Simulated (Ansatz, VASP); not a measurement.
# Cross-check of AlGa3As4 between VASP and Ansatz

Wanted: the spread between two codes on one cell, functional and k mesh. The cell is invented: As first built, before any earlier steps moved the atoms or strained the cell (in the runner's words): As for N in the AlGa3N4 structure of space group Pm. It may not be a known or stable phase. The cell is taken from a series of runs on this material, whose earlier steps may have relaxed, scaled, displaced or heated it; both programs get it as it stands.

Calculated with Ansatz 0.2.0; plane waves, with VASP 6.6.1 beside it; r2SCAN.

## (1) Set-up

The structure is monoclinic, space group Pm (No. 6). The conventional cell has a = 6.586 Å, b = 4.000 Å, c = 6.918 Å, α = 90.00°, β = 90.02°, γ = 90.00°. Al has 4 As at 2.45 to 2.46 Å nearest. Ga has 4 As at 2.45 to 2.46 Å nearest. Nearest to Ga lie 4 As at 2.45 to 2.47 Å. Nearest to As lie 1 Al at 2.45 Å and 3 Ga at 2.45 to 2.46 Å. As has 2 Al at 2.45 Å and 2 Ga at 2.45 to 2.46 Å nearest. It derives from AlGa3N4. As first built, before any earlier steps moved the atoms or strained the cell (in the runner's words): As for N in the AlGa3N4 structure of space group Pm. Farther neighbours are not listed.

## (2) VASP: single point, r2SCAN

With cell and atoms fixed, the geometry can't cause a difference; cores, projectors, grids and the points listed under the comparison can.

Lines of VASP's logs that name or quote its potential files are left out, and so is its time.

Contents of INCAR:

```
SYSTEM = AlGa3As4
PREC = Accurate
ENCUT = 440
EDIFF = 1E-06
NELM = 120
ISMEAR = 0
SIGMA = 0.01
LREAL = .FALSE.
ALGO = Normal
METAGGA = R2SCAN
LASPH = .TRUE.
NBANDS = 39
LORBIT = 11
LWAVE = .FALSE.
LCHARG = .FALSE.
ISIF = 2
GGA_COMPAT = .FALSE.
EFERMI = MIDGAP
LMIXTAU = .TRUE.
KPAR = 2
```

Contents of POSCAR:

```
AlGa3As4
1.0
    6.5863636768      0.0000000000      0.0011242932
    0.0000000000      4.0004401973      0.0000000000
   -0.0035602665      0.0000000000      6.9183405204
Al Ga As
1 3 4
Direct
    0.9985450828      0.5000000000      0.6671681441
    0.4976428889      0.5000000000      0.3331161511
    0.4974049480      0.0000000000      0.8334287740
    0.9982882287      0.0000000000      0.1663521435
    0.1237670713      0.5000000000      0.3333754626
    0.1237188245      0.0000000000      0.8329394849
    0.6239381033      0.0000000000      0.1667452362
    0.6242948624      0.5000000000      0.6668756037
```

Contents of KPOINTS:

```
Automatic mesh
0
Gamma
4 6 4
0 0 0
```

PAW data sets: Al, Ga_d and As (PBE family, release 64).

Run with:

```sh
> mpirun -np 2 vasp_std
```

Numbers of over 12 decimals in the logs are rounded to 6 here.

What it wrote:

```text
[banner, memory and clock lines left out]
running    2 mpi-ranks, on    1 nodes
 distrk:  each k-point on    1 cores,    2 groups
 distr:  one band on    1 cores,    1 groups

 POSCAR found type information on POSCAR AlGaAs
 POSCAR found :  3 types and       8 ions
|                                                                             |
|               ----> ADVICE to this user running VASP <----                  |
|                                                                             |
|     You enforced a specific xc type in the INCAR file but a different       |
|     [... a line on the potential file left out ...]
|     I HOPE YOU KNOW WHAT YOU ARE DOING!                                     |
|                                                                             |

 LDA part: xc-table for (None), standard interpolation
 POSCAR, INCAR and KPOINTS ok, starting setup
 FFT: planning ... GRIDC
 FFT: planning ... GRID_SOFT
 FFT: planning ... GRID
 WAVECAR not read
 entering main loop
       N       E                     dE             d eps       ncg     rms          rms(c)
DAV:   1     0.407851223177E+03    0.40785E+03   -0.25861E+04  3311   0.191E+03
DAV:   2    -0.404431283151E+02   -0.44829E+03   -0.43038E+03  3447   0.513E+02
DAV:   3    -0.107849583828E+03   -0.67406E+02   -0.65009E+02  3664   0.146E+02
DAV:   4    -0.111157991500E+03   -0.33084E+01   -0.32917E+01  3938   0.346E+01
DAV:   5    -0.111234180945E+03   -0.76189E-01   -0.76132E-01  3634   0.526E+00    0.706E+00
DAV:   6    -0.107085810761E+03    0.41484E+01   -0.23525E+00  4380   0.177E+01    0.401E+00
DAV:   7    -0.101909683923E+03    0.51761E+01   -0.11787E+00  3344   0.642E+00    0.187E+00
DAV:   8    -0.103668766727E+03   -0.17591E+01   -0.15043E+00  3407   0.605E+00    0.694E-01
DAV:   9    -0.103579096587E+03    0.89670E-01   -0.17056E-01  3274   0.293E+00    0.575E-01
DAV:  10    -0.103637469380E+03   -0.58373E-01   -0.42397E-02  3591   0.171E+00    0.311E-01
DAV:  11    -0.103727663126E+03   -0.90194E-01   -0.11179E-01  3218   0.218E+00    0.109E-01
DAV:  12    -0.103744394338E+03   -0.16731E-01   -0.14378E-02  3548   0.972E-01    0.135E-01
DAV:  13    -0.103743638204E+03    0.75613E-03   -0.90244E-04  3534   0.253E-01    0.110E-01
DAV:  14    -0.103744248599E+03   -0.61040E-03   -0.84787E-04  3665   0.387E-01    0.303E-02
DAV:  15    -0.103744865646E+03   -0.61705E-03   -0.38165E-04  3667   0.295E-01    0.579E-02
DAV:  16    -0.103744876963E+03   -0.11317E-04   -0.80127E-05  4296   0.118E-01    0.353E-02
DAV:  17    -0.103744917874E+03   -0.40911E-04   -0.18285E-05  4301   0.359E-02    0.220E-02
DAV:  18    -0.103744912461E+03    0.54131E-05   -0.10397E-05  3386   0.569E-02    0.177E-02
DAV:  19    -0.103744962190E+03   -0.49729E-04   -0.24252E-05  3225   0.401E-02    0.422E-03
DAV:  20    -0.103744962469E+03   -0.27893E-06   -0.18278E-06  2694   0.232E-02
   1 F= -.10374496E+03 E0= -.10374496E+03  d E =0.000000E+00
```

From OUTCAR (step 2):

```text
ion  position               nearest neighbor table
   1  0.999  0.500  0.667-   6 2.45   6 2.45   5 2.45   8 2.46
   2  0.498  0.500  0.333-   7 2.45   7 2.45   8 2.45   5 2.46
   3  0.497  0.000  0.833-   7 2.45   8 2.46   8 2.46   6 2.46
   4  0.998  0.000  0.166-   6 2.45   5 2.45   5 2.45   7 2.47
   5  0.124  0.500  0.333-   1 2.45   4 2.45   4 2.45   2 2.46
   6  0.124  0.000  0.833-   1 2.45   1 2.45   4 2.45   3 2.46
   7  0.624  0.000  0.167-   3 2.45   2 2.45   2 2.45   4 2.47
   8  0.624  0.500  0.667-   2 2.45   3 2.46   3 2.46   1 2.46

  LATTYP: Found a simple monoclinic cell.
 ALAT       =     6.5863637728
 B/A-ratio  =     0.6073822120
 C/A-ratio  =     1.0504037850
 COS(beta)  =    -0.0003439126

 Subroutine GETGRP returns: Found  2 space group operations
 (whereof  2 operations were pure point group operations)

The static configuration has the point symmetry C_1h.

 Found     40 irreducible k-points:

   k-points           NKPTS =     40   k-points in BZ     NKDIM =     40   number of bands    NBANDS=     39

   dimension x,y,z NGX =    48 NGY =   28 NGZ =   48
   dimension x,y,z NGXF=    96 NGYF=   56 NGZF=   96

   ENCUT  =  440.0 eV  32.34 Ry    5.69 a.u.  11.26  6.84 11.83*2*pi/ulx,y,z

   NELECT =      62.0000    total number of electrons

 k-points in reciprocal lattice and weights: Automatic mesh
   0.00000000  0.00000000  0.00000000       0.010
   0.25000000  0.00000000 -0.00000000       0.021
   0.50000000  0.00000000 -0.00000000       0.010
   0.00000000  0.16666667  0.00000000       0.021
   0.25000000  0.16666667 -0.00000000       0.042
   0.50000000  0.16666667 -0.00000000       0.021
   0.00000000  0.33333333  0.00000000       0.021
   0.25000000  0.33333333 -0.00000000       0.042
   0.50000000  0.33333333 -0.00000000       0.021
[...]
0.25000000  0.50000000  0.50000000       0.021
   0.50000000  0.50000000  0.50000000       0.010

 average (electrostatic) potential at core
       1 -79.5805       2 -71.2179       3 -71.2231       4 -71.2299       5 -54.7558
       6 -54.6582       7 -54.8605       8 -54.7567

 E-fermi :   4.2588

 k-point     1 :       0.0000    0.0000    0.0000
  band No.  band energies     occupation
    ...
     27       2.4894      2.00000
     28       2.5366      2.00000
     29       3.5207      2.00000
     30       3.7046      2.00000
     31       3.7074      2.00000
     32       4.8102      0.00000
     33       5.1369      0.00000
     34       5.5775      0.00000
     35       6.7010      0.00000
     36       7.6301      0.00000
    ...

 k-point     2 :       0.2500    0.0000   -0.0000
  band No.  band energies     occupation
    ...
     27       2.2115      2.00000
     28       2.6237      2.00000
     29       2.6316      2.00000
     30       3.4812      2.00000
     31       3.4862      2.00000
     32       5.1419      0.00000
     33       5.4476      0.00000
     34       5.6201      0.00000
     35       6.3984      0.00000
     36       7.7246      0.00000
    ...

 k-point     3 :       0.5000    0.0000   -0.0000
  band No.  band energies     occupation
    ...
     27       1.6645      2.00000
     28       2.9419      2.00000
     29       2.9482      2.00000
     30       3.0848      2.00000
     31       3.0965      2.00000
     32       5.3228      0.00000
     33       5.4053      0.00000
     34       5.6289      0.00000
     35       6.2297      0.00000
     36       6.8811      0.00000
    ...

  Total        0.0103565     -0.0604438     -0.0272155      0.0000000      0.0000000      0.0013339
  in kB        0.0910262     -0.5312597     -0.2392058      0.0000000      0.0000000      0.0117244
  external PRESSURE =      -0.2264798 kB  Pullay stress =       0.0000000 kB

  energy-cutoff  :      440.00
  volume of cell :      182.29
      direct lattice vectors                 reciprocal lattice vectors
     6.586363677  0.000000000  0.001124293     0.151828833  0.000000000  0.000078133
     0.000000000  4.000440197  0.000000000     0.000000000  0.249972491  0.000000000
    -0.003560267  0.000000000  6.918340520    -0.000024674  0.000000000  0.144543321

 POSITION                                       TOTAL-FORCE (eV/Angst)
 -----------------------------------------------------------------------------------
      6.57441      2.00022      4.61682         0.006134      0.000000      0.002373
      3.27647      2.00022      2.30517        -0.012422      0.000000     -0.013450
      3.27312      0.00000      5.76650        -0.012822      0.000000     -0.016674
      6.57450      0.00000      1.15200        -0.014729      0.000000      0.020443
      0.81399      2.00022      2.30654         0.003758      0.000000      0.016460
      0.81189      0.00000      5.76270        -0.004017      0.000000     -0.011595
      4.10889      0.00000      1.15430         0.007273      0.000000      0.001560
      4.10946      2.00022      4.61437         0.026826      0.000000      0.000884
 -----------------------------------------------------------------------------------
    total drift:                               -0.034242     -0.000000     -0.016786

  FREE ENERGIE OF THE ION-ELECTRON SYSTEM (eV)
  ---------------------------------------------------
  free  energy   TOTEN  =      -103.7449624688 eV

  energy  without entropy=     -103.7449624688  energy(sigma->0) =     -103.74496247

 total charge
# of ion       s       p       d       tot
------------------------------------------
    1        0.401   0.381   0.000   0.782
    2        0.844   0.783   9.998  11.626
    3        0.844   0.781   9.999  11.624
    4        0.843   0.782   9.999  11.624
    5        1.198   1.662   0.030   2.890
    6        1.194   1.689   0.028   2.912
    7        1.202   1.637   0.032   2.870
    8        1.199   1.660   0.030   2.889
--------------------------------------------------
tot          7.726   9.377  30.115  47.218

[... 3 further parts left out ...]
```

The run ends at a pressure of -0.02 GPa, with forces up to 0.027 eV/Å.

## (3) Ansatz: single point, r2SCAN

Ansatz runs on its default PAW (the set named soft_2) files.

The same cell, functional and mesh now go to Ansatz, which takes its cutoff from its data sets.

Contents of input.yaml:

```yaml
crystal:
  lattice:
    - [6.5863636768, 0.0, 0.0011242932]
    - [0.0, 4.0004401973, 0.0]
    - [-0.0035602665, 0.0, 6.9183405204]
  atoms:
    - { symbol: Al, position: [-0.0014549172, 0.5, 0.6671681441] }
    - { symbol: Ga, position: [0.4976428889, 0.5, 0.3331161511] }
    - { symbol: Ga, position: [0.497404948, 0.0, 0.833428774] }
    - { symbol: Ga, position: [0.9982882287, 0.0, 0.1663521435] }
    - { symbol: As, position: [0.1237670713, 0.5, 0.3333754626] }
    - { symbol: As, position: [0.1237188245, 0.0, 0.8329394849] }
    - { symbol: As, position: [0.6239381033, 0.0, 0.1667452362] }
    - { symbol: As, position: [0.6242948624, 0.5, 0.6668756037] }
kpoints:
  mp_grid: { grid: [4, 6, 4] }
  band_path: { path: [VBM, CBM], npoints: 30 }
scf:
  occupations: { method: fixed }
hamiltonian:
  xc: r2scan
output:
  eigenvalues: true
  write_potential: true
  write_density: true
  volumetric_format: npy
```

Run with:

```sh
> ansatz run input.yaml --threads 2 --pin off --max-ram 4096MiB --backend cpu --events-out ev --progress --plain --runs-dir out
```

What it wrote:

```text
Engine: ansatz 0.2.0, x86_64-unknown-linux-gnu
Pseudopotentials: kind: paw
Pseudopotential: Al, paw, valence charge 3, recommended cutoff 500 eV (meta_gga), Al.paw.azcp
Pseudopotential: Ga, paw, valence charge 13, recommended cutoff 500 eV (meta_gga), Ga.paw.azcp
Pseudopotential: As, paw, valence charge 15, recommended cutoff 500 eV (meta_gga), As.paw.azcp
Functional definition: r2SCAN
  parameter k0 = 0.174
  parameter k1 = 0.065
  parameter a1 = 4.9479
  exchange = r2scan_x(k0 = k0, k1 = k1, a1 = a1)
  correlation = r2scan_c
Crystal: 8 atoms, lattice volume = 182.287 Å³
Basis set: ecut = 500 eV, 4611 PW (Γ), exchange–correlation on 200×120×216 points (64 copies of the dense FFT grid, shifted against one another)
Bands: 62, of which v1, the nominal top of the filled ones, is band 51 counted from 1 (50 counted from 0)
Symmetry: 2 space group operations
Space group: Pm (ITA 6), of the structure as read, at distance tolerance 5.7e-5 Å
k-points: 40 of 96 (time reversal used)
Non-local potential: Al, projectors of the file, l = 0: 2, l = 1: 2, l = 2: 1
Non-local potential: Ga, projectors of the file, l = 0: 2, l = 1: 2, l = 2: 3, l = 3: 1
Non-local potential: As, projectors of the file, l = 0: 2, l = 1: 2, l = 2: 3, l = 3: 1
PAW form: soft (Blöchl's): semilocal exchange-correlation on the pseudo side does not see the compensation charge
PAW frozen core: Al, regenerated for the run's functional (the file was generated under x = pbe(κ = 0.804, μ = 0.219515), c = pbe(β = 0.066725))
PAW frozen core: Ga, regenerated for the run's functional (the file was generated under x = pbe(κ = 0.804, μ = 0.219515), c = pbe(β = 0.066725))
PAW frozen core: As, regenerated for the run's functional (the file was generated under x = pbe(κ = 0.804, μ = 0.219515), c = pbe(β = 0.066725))
PAW one-centre angular grid: Al, 302 points (default); XC on 160 Gauss nodes
PAW one-centre angular grid: Ga, 590 points (default); XC on 160 Gauss nodes
PAW one-centre angular grid: As, 590 points (default); XC on 160 Gauss nodes
Initial density: superposition of atomic densities (neutral atoms: chi_scale 0, normalization atom), corrected by the library's trained network
Initial wavefunctions: pseudopotential atomic-orbital guess
Functional: x = r2scan, c = r2scan; τ floored in thin density (d = 2e-4 eV/Å³)
SCF iter   1: F=—  HF=-31373.354964 eV  |F-HF|=—  |Δ(HF+E_count)|=         —  Δρ=7.22e-3  dr2=5.03e-2  dr2_τ=2.19e-2  ethr=1.77e-3  ⟨swp⟩=4.9  Hψ=7783  notcnv=0  defer=336
preconditioner: auto → Resta (q_TF=auto, 2.477 Å⁻¹)  ε∞=3.2  [insulator: Δε(μ)=1.053 eV  Ē_g=14.496 eV  n_scr=46 (ndim 8)  ℏωp=21.7 eV  f_vac=0.064  ε∞_Penn≈3.2]
SCF iter   2: F=—  HF=-31373.402194 eV  |F-HF|=—  |Δ(HF+E_count)|=   4.72e-2  Δρ=2.13e-3  dr2=7.46e-3  dr2_τ=1.37e-4  ethr=4.93e-5  ⟨swp⟩=3.0  Hψ=5089  notcnv=0  defer=359
SCF iter   3: F=—  HF=-31373.401315 eV  |F-HF|=—  |Δ(HF+E_count)|=   8.79e-4  Δρ=1.71e-3  dr2=3.24e-3  dr2_τ=2.28e-5  ethr=7.32e-6  ⟨swp⟩=2.0  Hψ=3592  notcnv=0  defer=360
SCF iter   4: F=—  HF=-31373.401591 eV  |F-HF|=—  |Δ(HF+E_count)|=   2.76e-4  Δρ=5.74e-4  dr2=5.80e-4  dr2_τ=4.62e-6  ethr=3.18e-6  ⟨swp⟩=3.0  Hψ=4392  notcnv=0  defer=360
SCF iter   5: F=—  HF=-31373.401446 eV  |F-HF|=—  |Δ(HF+E_count)|=   1.45e-4  Δρ=1.45e-4  dr2=3.16e-5  dr2_τ=6.15e-7  ethr=5.69e-7  ⟨swp⟩=2.0  Hψ=4390  notcnv=0  defer=360
SCF iter   6: F=—  HF=-31373.401445 eV  |F-HF|=—  |Δ(HF+E_count)|=   1.25e-6  Δρ=4.30e-5  dr2=3.61e-6  dr2_τ=4.51e-8  ethr=3.09e-8  ⟨swp⟩=2.0  Hψ=4010  notcnv=0  defer=209
SCF iter   7: F=—  HF=-31373.401447 eV  |F-HF|=—  |Δ(HF+E_count)|=   2.30e-6  Δρ=9.15e-6  dr2=2.43e-7  dr2_τ=1.38e-9  ethr=3.54e-9  ⟨swp⟩=2.0  Hψ=2912  notcnv=0  defer=209
SCF iter   8: F=-31373.401447 eV  HF=-31373.401447 eV  |F-HF|=2.27e-9  |Δ(HF+E_count)|=   1.05e-7  Δρ=2.05e-6  dr2=1.46e-8  dr2_τ=1.82e-10  ethr=9.80e-11  ⟨swp⟩=10.2  Hψ=10251  notcnv=0
SCF 1 converged in 8 iterations: F = -31373.401447 eV  dr2 = 1.46e-8
  greatest PAW one-centre occupation: 0.999 electrons in one spin orbital (limit 2), on the As atom at site 6 (counted from 0), in its partial waves of l = 2
NSCF: frozen V_eff on 80 k-points
NSCF: frozen V_eff on 80 k-points
[...]
SCF converged after 8 iterations
Free energy (F): -31373.401447 eV
Harris-Foulkes:  -31373.401447 eV  (|F-HF|=2.27e-9)
Internal energy: -31373.401447 eV  (E = F + TS)
E sigma→0 (E₀):  -31373.401447 eV
Fermi energy:    7.493534 eV
--- Per-component energies (eV) ---
  E_band       = -1289.173314
  E_kinetic    = 782.209490
  E_local      = -14440.392240  (includes V_loc(G=0)·N_el)
  E_nonlocal   = -1388.401514
  E_hartree    = 7339.231386
  E_xc         = -520.714389
  E_vxc        = -546.909473  (∫ρ·V_xc dr)
  E_paw        = -13877.957292  (= ΣΔE_a)
  E_vpaw       = -402.179634  (= ΣTr[D̂ρ^β])
  E_aug_tail   = -0.000136  (compensation charges beyond the density's cutoff)
  E_vtau       = 28.035281  (kinetic-family band-sum trace: ∫τ·v_τ [+ j·A + Jᵃ·Aᵃ] dr)
  E_ewald      = -9259.527805
  E_core_change = -7.848949  (= ΣΔE_core)
  E_smearing   = -0.000000  (= −TS)
  E_closure    = 0.000000  (closes the sum)
  Σ components = -31373.401447   (vs F -31373.401447, Δ=0.00e0)
--- Band table (eV; the first three rows and the last of 40) ---
  k-point 0: bands = [... 47 lower, 6.3219, 7.3071, 7.4906, 7.4935, 8.6122, 8.9345, 9.3725, 10.4968, ... 7 higher]
  k-point 1: bands = [... 47 lower, 6.0646, 6.4448, 7.1158, 7.2886, 9.2858, 9.6276, 9.9720, 10.6299, ... 7 higher]
  k-point 2: bands = [... 47 lower, 6.4467, 6.5384, 6.7743, 6.8924, 9.5473, 9.7602, 10.3292, 10.7444, ... 7 higher]
  k-point 39: bands = [... 47 lower, 5.4275, 5.4359, 5.4587, 5.4772, 9.0479, 9.1239, 9.1724, 9.7363, ... 7 higher]
```

## (4) Differences

Known differences besides the potentials themselves: VASP keeps PBE cores, Ansatz makes them for the functional; fixed occupations in Ansatz, narrow Gaussian smearing in VASP; the data sets hold 102 valence electrons in Ansatz (on its default PAW (the set named soft_2) files) and 62 in VASP; the cutoff is 500 eV in Ansatz and 440 eV in VASP. Total energies have different zeros and are not compared.

The two programs side by side:

```tsv
quantity	Ansatz	VASP	difference
gap on the k mesh (eV)	1.119	1.103	+0.016
```

A gap on the mesh is an upper bound, since the band edges may lie between its points.

## (5) Summary of results

| Item | Value |
| --- | --- |
| difference in gap on the k mesh (single point, r2SCAN) | 0.016 eV |

In words: The difference in gap on the k mesh is 0.016 eV (single point, r2SCAN), within the 0.08 eV picked in this series as the mark of a large difference. The data sets hold unlike numbers of valence electrons (102 in Ansatz and 62 in VASP), so part of the differences may come from the potentials. Such differences can come from data sets, numerical settings and the points named under the comparisons, not from the functional's error against experiment.

[Lines on the potential files, build, host, timing and source positions are cut from VASP's logs without a mark.]

[Logs are printed without paths, hosts, clocks, repeated set-up lines and the standing remarks that a program may print on its own settings, such as how far it seeks lower states.]

[Hosts, paths, dates, database ids (printed as entryN), source tags and the programs' standing remarks are cut or masked in the printed files.]
